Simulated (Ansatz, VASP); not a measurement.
# Cross-check of Mo (Mo(100), 7 layers) between VASP and Ansatz, part 2 of 2

Aim: how closely do two programs agree when they are given the same cell, functional and k mesh? Of the first pair: The structure shown is the start of the Ansatz relaxation below; VASP solves that cell, so the two are compared at the walk's first step.

VASP 6.6.1 and Ansatz 0.2.0.

So far: The structure; Ansatz: relaxation, PBE.

## (3) VASP: single point, PBE, start cell, pair 1

Level of this step: PBE; plane waves and PAW (Mo_sv) (VASP).

The same cell, functional, mesh and smearing now go to VASP, with its own data sets.

Lines of VASP's logs that name or quote its potential files are left out, and so is its time.

The input, INCAR:

```
SYSTEM = Mo
PREC = Accurate
ENCUT = 400
EDIFF = 1E-06
NELM = 120
ISMEAR = -1
SIGMA = 0.1
LREAL = .FALSE.
ALGO = Normal
GGA = PE
NBANDS = 60
LASPH = .TRUE.
LORBIT = 11
LWAVE = .FALSE.
LCHARG = .FALSE.
ISIF = 2
LDIPOL = .TRUE.
IDIPOL = 3
DIPOL = 0.5 0.5 0.5
LVHAR = .TRUE.
GGA_COMPAT = .FALSE.
NELMDL = -8
KPAR = 2
```

The input, POSCAR:

```
Mo
1.0
    3.1500000000      0.0000000000      0.0000000000
    0.0000000000      3.1500000000      0.0000000000
    0.0000000000      0.0000000000     25.4500000000
Mo
7
Direct
    0.0000000000      0.0000000000      0.3143418468
    0.5000000000      0.5000000000      0.3762278978
    0.0000000000      0.0000000000      0.4381139489
    0.5000000000      0.5000000000      0.5000000000
    0.0000000000      0.0000000000      0.5618860511
    0.5000000000      0.5000000000      0.6237721022
    0.0000000000      0.0000000000      0.6856581532
```

The input, KPOINTS:

```
Automatic mesh
0
Gamma
8 8 1
0 0 0
```

PAW data sets: Mo_sv (PBE family, release 64).

Run with:

```console
$ mpirun -np 2 vasp_std
```

Numbers of over 12 decimals in the logs are rounded to 6 here.

What it wrote:

```text
[banner, memory and clock lines left out]
running    2 mpi-ranks, on    1 nodes
 distrk:  each k-point on    1 cores,    2 groups
 distr:  one band on    1 cores,    1 groups

 POSCAR found type information on POSCAR Mo
 POSCAR found :  1 types and       7 ions
 LDA part: xc-table for (Slater+PW92), standard interpolation
 POSCAR, INCAR and KPOINTS ok, starting setup
 FFT: planning ... GRIDC
 FFT: planning ... GRID_SOFT
 FFT: planning ... GRID
 WAVECAR not read
 entering main loop
       N       E                     dE             d eps       ncg     rms          rms(c)
DAV:   1     0.933946744387E+03    0.93395E+03   -0.57740E+04  2376   0.126E+03
DAV:   2    -0.435812142679E+02   -0.97753E+03   -0.94959E+03  2028   0.431E+02
DAV:   3    -0.779965803717E+02   -0.34415E+02   -0.33201E+02  2444   0.684E+01
DAV:   4    -0.791770902916E+02   -0.11805E+01   -0.11492E+01  2408   0.965E+00
DAV:   5    -0.792236712289E+02   -0.46581E-01   -0.45924E-01  2476   0.152E+00
DAV:   6    -0.792257607536E+02   -0.20895E-02   -0.20775E-02  2448   0.260E-01
DAV:   7    -0.792258705321E+02   -0.10978E-03   -0.10936E-03  2240   0.486E-02
DAV:   8    -0.792258773511E+02   -0.68190E-05   -0.67894E-05  2016   0.990E-03    0.347E+01
DAV:   9    -0.938619293123E+02   -0.14636E+02   -0.10820E+02  2424   0.382E+01    0.314E+01
DAV:  10    -0.883655366320E+02    0.54964E+01   -0.20255E+02  2520   0.464E+01    0.245E+01
DAV:  11    -0.778831096571E+02    0.10482E+02   -0.11564E+02  2360   0.320E+01    0.158E+01
DAV:  12    -0.728101783990E+02    0.50729E+01   -0.23275E+01  2372   0.165E+01    0.681E+00
DAV:  13    -0.727407654276E+02    0.69413E-01   -0.20223E+00  2464   0.419E+00    0.570E+00
DAV:  14    -0.727088175425E+02    0.31948E-01   -0.17805E-01  2324   0.215E+00    0.521E+00
[...]
DAV:  25    -0.724045033075E+02   -0.33513E-04   -0.86930E-06  1716   0.118E-02    0.650E-03
DAV:  26    -0.724045337648E+02   -0.30457E-04   -0.88972E-06  1744   0.113E-02    0.521E-03
DAV:  27    -0.724045527520E+02   -0.18987E-04   -0.17210E-06  1388   0.506E-03    0.135E-03
DAV:  28    -0.724045713958E+02   -0.18644E-04   -0.10881E-06  1340   0.384E-03    0.112E-03
DAV:  29    -0.724045782818E+02   -0.68860E-05   -0.34775E-07  1200   0.223E-03    0.162E-03
DAV:  30    -0.724045811096E+02   -0.28277E-05   -0.12032E-07  1188   0.122E-03    0.453E-04
DAV:  31    -0.724045826144E+02   -0.15048E-05   -0.11708E-07  1164   0.808E-04    0.221E-04
DAV:  32    -0.724045827726E+02   -0.15821E-06   -0.22345E-08  1100   0.409E-04
   1 F= -.72404583E+02 E0= -.72292013E+02  d E =-.225139E+00
```

From OUTCAR (step 3):

```text
ion  position               nearest neighbor table
   1  0.000  0.000  0.314-   2 2.73   2 2.73   2 2.73   2 2.73   3 3.15
   2  0.500  0.500  0.376-   1 2.73   1 2.73   1 2.73   1 2.73   3 2.73   3 2.73   3 2.73   3 2.73
                             4 3.15
   3  0.000  0.000  0.438-   4 2.73   4 2.73   4 2.73   4 2.73   2 2.73   2 2.73   2 2.73   2 2.73
                             1 3.15   5 3.15
   4  0.500  0.500  0.500-   3 2.73   5 2.73   3 2.73   5 2.73   3 2.73   5 2.73   3 2.73   5 2.73
                             2 3.15   6 3.15
   5  0.000  0.000  0.562-   4 2.73   4 2.73   4 2.73   4 2.73   6 2.73   6 2.73   6 2.73   6 2.73
                             7 3.15   3 3.15
   6  0.500  0.500  0.624-   7 2.73   7 2.73   7 2.73   7 2.73   5 2.73   5 2.73   5 2.73   5 2.73
                             4 3.15
   7  0.000  0.000  0.686-   6 2.73   6 2.73   6 2.73   6 2.73   5 3.15

  LATTYP: Found a simple tetragonal cell.
 ALAT       =     3.1500000000
 C/A-ratio  =     8.0793650794

 Subroutine GETGRP returns: Found 16 space group operations
 (whereof 16 operations were pure point group operations)

The static configuration has the point symmetry D_4h.

 Found     15 irreducible k-points:

   k-points           NKPTS =     15   k-points in BZ     NKDIM =     15   number of bands    NBANDS=     60

   dimension x,y,z NGX =    24 NGY =   24 NGZ =  168
   dimension x,y,z NGXF=    48 NGYF=   48 NGZF=  336

   ENCUT  =  400.0 eV  29.40 Ry    5.42 a.u.   5.14  5.14 41.50*2*pi/ulx,y,z

   NELECT =      98.0000    total number of electrons

 k-points in reciprocal lattice and weights: Automatic mesh
   0.00000000  0.00000000  0.00000000       0.016
   0.12500000  0.00000000  0.00000000       0.062
   0.25000000  0.00000000  0.00000000       0.062
   0.37500000  0.00000000  0.00000000       0.062
   0.50000000  0.00000000  0.00000000       0.031
   0.12500000  0.12500000  0.00000000       0.062
   0.25000000  0.12500000  0.00000000       0.125
   0.37500000  0.12500000  0.00000000       0.125
   0.50000000  0.12500000  0.00000000       0.062
[...]
0.50000000  0.37500000  0.00000000       0.062
   0.50000000  0.50000000  0.00000000       0.016

 dipolmoment           0.000000      0.000000     -0.000000 electrons x Angstroem

 average (electrostatic) potential at core
       1 -78.2472       2 -78.4209       3 -78.5528       4 -78.3999       5 -78.5528
       6 -78.4209       7 -78.2472

 E-fermi :   3.2422

 k-point     1 :       0.0000    0.0000    0.0000
  band No.  band energies     occupation
    ...
     48       2.6888      1.99213
     49       3.1263      1.52216
     50       3.1263      1.52216
     51       3.2049      1.18457
     52       3.2102      1.15851
     53       3.5444      0.09291
     54       3.6312      0.04008
     55       4.1304      0.00028
     56       4.1304      0.00028
     57       4.4789      0.00001
    ...

 k-point     2 :       0.1250    0.0000    0.0000
  band No.  band energies     occupation
    ...
     47       2.6522      1.99453
     48       2.8287      1.96849
     49       2.9784      1.86653
     50       3.1043      1.59759
     51       3.2743      0.84101
     52       3.6896      0.02255
     53       3.8113      0.00673
     54       3.8378      0.00517
     55       3.9816      0.00123
     56       4.2675      0.00007
    ...

 k-point     3 :       0.2500    0.0000    0.0000
  band No.  band energies     occupation
    ...
     45       2.0752      1.99998
     46       2.3784      1.99965
     47       2.4669      1.99914
     48       2.5786      1.99738
     49       2.7250      1.98872
     50       3.7511      0.01225
     51       3.7528      0.01205
     52       3.8339      0.00537
     53       3.8421      0.00495
     54       3.9359      0.00194
    ...

  Total       -6.2777602     -6.2777602     -4.6341769      0.0000000      0.0000000      0.0000000
  in kB      -39.8296424    -39.8296424    -29.4018253      0.0000000      0.0000000      0.0000000
  external PRESSURE =     -36.3537033 kB  Pullay stress =       0.0000000 kB

  energy-cutoff  :      400.00
  volume of cell :      252.53
      direct lattice vectors                 reciprocal lattice vectors
     3.150000000  0.000000000  0.000000000     0.317460317  0.000000000  0.000000000
     0.000000000  3.150000000  0.000000000     0.000000000  0.317460317  0.000000000
     0.000000000  0.000000000 25.450000000     0.000000000  0.000000000  0.039292731

 POSITION                                       TOTAL-FORCE (eV/Angst)
 -----------------------------------------------------------------------------------
      0.00000      0.00000      8.00000         0.000000      0.000000      1.369404
      1.57500      1.57500      9.57500         0.000000      0.000000     -1.325505
      0.00000      0.00000     11.15000        -0.000000     -0.000000     -0.213332
      1.57500      1.57500     12.72500         0.000000      0.000000      0.000000
      0.00000      0.00000     14.30000         0.000000      0.000000      0.213332
      1.57500      1.57500     15.87500         0.000000     -0.000000      1.325505
      0.00000      0.00000     17.45000        -0.000000     -0.000000     -1.369404
 -----------------------------------------------------------------------------------
    total drift:                                0.000000     -0.000000     -0.000000

  FREE ENERGIE OF THE ION-ELECTRON SYSTEM (eV)
  ---------------------------------------------------
  free  energy   TOTEN  =       -72.4045827726 eV

  energy  without entropy=      -72.1794440869  energy(sigma->0) =      -72.29201343

 vacuum level on the upper side and lower side of the slab         7.212         7.212

 total charge
# of ion       s       p       d       tot
------------------------------------------
    1        2.341   6.071   3.901  12.313
    2        2.382   6.194   3.903  12.480
    3        2.380   6.207   3.898  12.485
    4        2.379   6.208   3.923  12.510
    5        2.380   6.207   3.898  12.485
    6        2.382   6.194   3.903  12.480
    7        2.341   6.071   3.901  12.313
--------------------------------------------------
tot         16.586  43.152  27.327  87.066

[... 3 further parts left out ...]
```

## (4) Differences

Known differences besides the potentials themselves: the cutoff is 420 eV in Ansatz and 400 eV in VASP. Total energies have different zeros and are not compared.

Forces (eV/Å; atoms numbered as in POSCAR):

```csv
atom,"Ansatz x, y, z","VASP x, y, z"
Mo1,"0.000, 0.000, 1.397","0.000, 0.000, 1.369"
Mo2,"0.000, 0.000, -1.318","0.000, 0.000, -1.326"
Mo3,"0.000, 0.000, -0.211","0.000, 0.000, -0.213"
Mo4,"0.000, 0.000, 0.000","0.000, 0.000, 0.000"
Mo5,"0.000, 0.000, 0.211","0.000, 0.000, 0.213"
Mo6,"0.000, 0.000, 1.318","0.000, 0.000, 1.326"
Mo7,"0.000, 0.000, -1.397","0.000, 0.000, -1.369"
```

The forces differ by 9.0 meV/Å r.m.s., which is 1.5 % of the r.m.s. force of 0.592 eV/Å (both taken over all components). With vacuum in the cell, a pressure given here is an average over mostly empty space and none of the material.

## (5) Ansatz: relaxation, PBE

This run makes the geometry at which the two programs are then compared.

The structure compared here is the end of the Ansatz relaxation.

The input, input.yaml:

```yaml
crystal:
  lattice:
    - [3.15, 0.0, 0.0]
    - [0.0, 3.15, 0.0]
    - [0.0, 0.0, 25.45]
  atoms:
    - { symbol: Mo, position: [0.0, 0.0, 0.3143418468] }
    - { symbol: Mo, position: [0.5, 0.5, 0.3762278978] }
    - { symbol: Mo, position: [0.0, 0.0, 0.4381139489] }
    - { symbol: Mo, position: [0.5, 0.5, 0.5] }
    - { symbol: Mo, position: [0.0, 0.0, 0.5618860511] }
    - { symbol: Mo, position: [0.5, 0.5, 0.6237721022] }
    - { symbol: Mo, position: [0.0, 0.0, 0.6856581532] }
kpoints:
  mp_grid: { grid: [8, 8, 1] }
hamiltonian:
  xc: pbe
scf:
  occupations: { method: fermi_dirac, width: 0.1 }
  convergence: { dr2_threshold: 1.0e-08 }
efield:
  axis: 3
  dipole_correction: true
  ramp_position: 0.97
  ramp_width: 0.04
relax:
  f_tol: 0.01
  constraints: [{ sites: [2, 3, 4] }]
output:
  write_potential: true
  write_density: true
  volumetric_format: npy
```

Run with:

```console
$ ansatz run input.yaml --threads 4 --pin off --max-ram 8192MiB --backend cpu --events-out ev --progress --plain --runs-dir out
```

What it wrote:

```text
[...]
Crystal: 7 atoms, lattice volume = 252.528 Å³
Basis set: ecut = 420 eV, 4957 PW (Γ), exchange–correlation on 48×48×360 points (8 copies of the dense FFT grid, shifted against one another)
Bands: 59, of which v1, the nominal top of the filled ones, is band 49 counted from 1 (48 counted from 0)
Symmetry: 8 space group operations
k-points: 15 of 64
[...]
atoms:
    - { symbol: Mo, position: [7.858936057384873e-18, 0, 0.319348] }
    - { symbol: Mo, position: [0.500000, 0.500000, 0.374509] }
    - { symbol: Mo, position: [0.0, 0.0, 0.438114] }
    - { symbol: Mo, position: [0.500000, 0.500000, 0.5] }
    - { symbol: Mo, position: [0.0, 0.0, 0.5618860511] }
    - { symbol: Mo, position: [0.500000, 0.500000, 0.625491] }
    - { symbol: Mo, position: [-7.858892047150167e-18, 0, 0.680652] }
[key lines of the parts left out:]
SCF converged after 8 iterations
Free energy (F): -34688.234941 eV
Fermi energy:    6.947105 eV
Dipole field:    D = -0.000002 V/Å  (p = -0.000002 e·Å, saw-weighted, corrected)
Work function:   Φ+ = 3.9153 eV   Φ− = 3.9153 eV
```

## (6) VASP: single point, PBE, relaxed cell, pair 2

The same cell, functional, mesh and smearing now go to VASP, with its own data sets.

INCAR is that of step 3.

The input, POSCAR:

```
Mo
1.0
    3.1500000000      0.0000000000      0.0000000000
    0.0000000000      3.1500000000      0.0000000000
    0.0000000000      0.0000000000     25.4500000000
Mo
7
Direct
    0.0000000000      0.0000000000      0.3193483791
    0.5000000000      0.5000000000      0.3745092726
    0.0000000000      0.0000000000      0.4381139489
    0.5000000000      0.5000000000      0.5000000000
    0.0000000000      0.0000000000      0.5618860511
    0.5000000000      0.5000000000      0.6254907274
    0.0000000000      0.0000000000      0.6806516208
```

KPOINTS is that of step 3.

Run with:

```console
$ mpirun -np 2 vasp_std
```

What it wrote:

```text
[... set-up lines as in an earlier step ...]
 entering main loop
       N       E                     dE             d eps       ncg     rms          rms(c)
DAV:   1     0.942540837326E+03    0.94254E+03   -0.57841E+04  2376   0.126E+03
DAV:   2    -0.431934709284E+02   -0.98573E+03   -0.95687E+03  2028   0.432E+02
DAV:   3    -0.777761842703E+02   -0.34583E+02   -0.33383E+02  2440   0.688E+01
DAV:   4    -0.789011775563E+02   -0.11250E+01   -0.10976E+01  2400   0.949E+00
[...]
DAV:  29    -0.726528632999E+02   -0.76304E-05   -0.37501E-07  1212   0.260E-03    0.490E-04
DAV:  30    -0.726528673699E+02   -0.40700E-05   -0.25313E-07  1252   0.996E-04    0.262E-04
DAV:  31    -0.726528680216E+02   -0.65174E-06   -0.33848E-08  1140   0.505E-04
   1 F= -.72652868E+02 E0= -.72543996E+02  d E =-.217744E+00
```

Parts of OUTCAR (step 6):

```text
  Total       -2.7919990     -2.7919990     -0.1281660      0.0000000      0.0000000      0.0000000
  in kB      -17.7140122    -17.7140122     -0.8131572      0.0000000      0.0000000      0.0000000
  external PRESSURE =     -12.0803939 kB  Pullay stress =       0.0000000 kB

 POSITION                                       TOTAL-FORCE (eV/Angst)
 -----------------------------------------------------------------------------------
      0.00000      0.00000      8.12742         0.000000      0.000000     -0.036777
      1.57500      1.57500      9.53126        -0.000000      0.000000      0.012722
      0.00000      0.00000     11.15000         0.000000     -0.000000     -0.107787
      1.57500      1.57500     12.72500        -0.000000     -0.000000      0.000000
      0.00000      0.00000     14.30000        -0.000000      0.000000      0.107787
      1.57500      1.57500     15.91874        -0.000000     -0.000000     -0.012722
      0.00000      0.00000     17.32258        -0.000000     -0.000000      0.036777
 -----------------------------------------------------------------------------------
    total drift:                                0.000000     -0.000000      0.000009

  FREE ENERGIE OF THE ION-ELECTRON SYSTEM (eV)
  ---------------------------------------------------
  free  energy   TOTEN  =       -72.6528680216 eV

  energy  without entropy=      -72.4351237800  energy(sigma->0) =      -72.54399590

[... 2 parts as in an earlier step ...]

[... 1 further part left out ...]
[key lines of the parts left out:]
E-fermi :   3.2579
```

## (7) Side by side

The two programs side by side:

| quantity | Ansatz | VASP | difference |
| --- | --- | --- | --- |
| work function, lower of the two faces (eV) | 3.92 | 3.92 | 0.00 |
| work function, higher of the two faces (eV) | 3.92 | 3.92 | 0.00 |

Forces (eV/Å; atoms numbered as in POSCAR):

```
atom        Ansatz x, y, z          VASP x, y, z
 Mo1   0.000, 0.000, 0.004  0.000, 0.000, -0.037
 Mo2   0.000, 0.000, 0.006   0.000, 0.000, 0.013
 Mo3  0.000, 0.000, -0.103  0.000, 0.000, -0.108
 Mo4   0.000, 0.000, 0.000   0.000, 0.000, 0.000
 Mo5   0.000, 0.000, 0.103   0.000, 0.000, 0.108
 Mo6  0.000, 0.000, -0.006  0.000, 0.000, -0.013
 Mo7  0.000, 0.000, -0.004   0.000, 0.000, 0.037
```

The forces differ by 13 meV/Å r.m.s., which is 36.3 % of the r.m.s. force of 0.035 eV/Å (both taken over all components). With vacuum in the cell, a pressure given here is an average over mostly empty space and none of the material.

## (8) Outcome

```
r.m.s. force difference (single point, PBE, start cell, pair 1)   : 1.5 % of the r.m.s. force
r.m.s. force difference (single point, PBE, relaxed cell, pair 2) : 13 meV/Å
```

**Reading.** The r.m.s. force difference is 13 meV/Å (single point, PBE, relaxed cell, pair 2), beyond the 12 meV/Å picked in this series as the mark of a large difference. What causes the difference of the single point, PBE, relaxed cell, pair 2 pair stays open here. Such differences can come from data sets, numerical settings and the points named under the comparisons, not from the functional's error against experiment.

[Lines on the potential files, build, host, timing and source positions are cut from VASP's logs without a mark.]

[Logs are printed without paths, hosts, clocks, repeated set-up lines and the standing remarks that a program may print on its own settings, such as how far it seeks lower states.]

[Hosts, paths, dates, database ids (printed as entryN), source tags and the programs' standing remarks are cut or masked in the printed files.]
